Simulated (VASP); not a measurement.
Al:

```
Al
1.0
     0.00000    2.02481    2.02481
     2.02481    0.00000    2.02481
     2.02481    2.02481    0.00000
Al
1
Cartesian
  0.0000 0.0000 0.0000
```

| Quantity | Value |
| --- | --- |
| Program | VASP 6.6.1 |
| Task | relaxation of cell and atoms |
| Functional | PBEsol |
| Potentials or basis | VASP PAW PBE potentials, release 64 (Al) |
| Cutoff | 600 eV |
| k mesh | 16 × 16 × 16 |
| Occupations | methfessel-paxton, width 0.1 eV |
| Spin | no spin polarisation |

At the start: pressure -2.0 GPa; volume 16.60 Å³/atom.

Task: How do energy, volume and symmetry change on relaxing?

Result: Over 3 steps the energy falls by 2.7 meV/atom and the volume is 16.19 Å³/atom (-2.5 %); space group Fm-3m (No. 225, to 0.05 Å).

Step by step:
```tsv
step	energy change (eV)	largest force (eV/Å)	pressure (GPa)	volume (Å³)
1	0.0000	0.0000	-2.01	16.60
2	-0.0026	0.0000	0.43	16.11
3	-0.0027	0.0000	0.00	16.19
```

Final structure:
```yaml
crystal:
  lattice:
    - [0.00000, 2.00782, 2.00782]
    - [2.00782, 0.00000, 2.00782]
    - [2.00782, 2.00782, 0.00000]
  atoms:
    - { symbol: Al, position: [0.00000, 0.00000, 0.00000] }
```

Caveat: the PAW data sets were made with another functional, which shifts forces and pressure a little.
